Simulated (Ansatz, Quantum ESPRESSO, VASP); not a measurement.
One structure in several programs: KCdF3 (Pm-3m, 5 atoms in the cell)

Self-consistent single point.

```xyz
5
Lattice="4.3821 0.0000 0.0000 0.0000 4.3821 0.0000 0.0000 0.0000 4.3821" Properties=species:S:1:pos:R:3 pbc="T T T"
K      0.0000     0.0000     0.0000
Cd     2.1910     2.1910     2.1910
F      0.0000     2.1910     2.1910
F      2.1910     0.0000     2.1910
F      2.1910     2.1910     0.0000
```

Shared settings, as Ansatz (an electronic-structure program) writes them: kpoints.mp_grid.grid = 6 6 6; magnetization.spin_orbit = true; scf.occupations.method = fermi_dirac; scf.occupations.width = 0.0037 Ry. Potentials and cutoffs stand in the table.

```csv
code,model,pressure (GPa),gap on the mesh (eV),cutoff
VASP,"PBEsol, spin-orbit coupling, VASP's PBE PAW potentials (set 64)",-6.12,2.939,400 eV
Quantum ESPRESSO,"PBEsol, spin-orbit coupling, PseudoDojo fully relativistic norm-conserving (PBESOL) pseudopotentials",0.07,2.987,105 Ry
Ansatz,"PBEsol with spin-orbit coupling, PAW files made with PBE",-0.15,2.949,30.9 Ry
```

Gaps are read on the mesh.

The spread over the programs that give each value: pressure within 6.19 GPa; gap on the mesh within 0.048 eV.

Ansatz's pressure is given at a fixed set of plane waves, as the other plane-wave codes print theirs; with its correction for the finite basis it is 0.13 GPa (the shift of 0.28 GPa shows how far the cutoff is from converged). In the pressure, VASP (by 5.97) lies more than 1 GPa from the median of the plane-wave programs.

VASP's run is marked for a possible Pulay error in its stress at this cutoff; no cutoff test was made.

The starting cell comes from a database of computed structures (which also holds hypothetical and non-ambient phases and stackings), without a prior relaxation at this level.

Left out of this page: ABINIT (with a known weakness of the program); Elk (unsound by tests on forces, stress, charge or solver warnings); SIESTA (not drawn, or without a comparable value).

Keys are those of Ansatz 0.2.
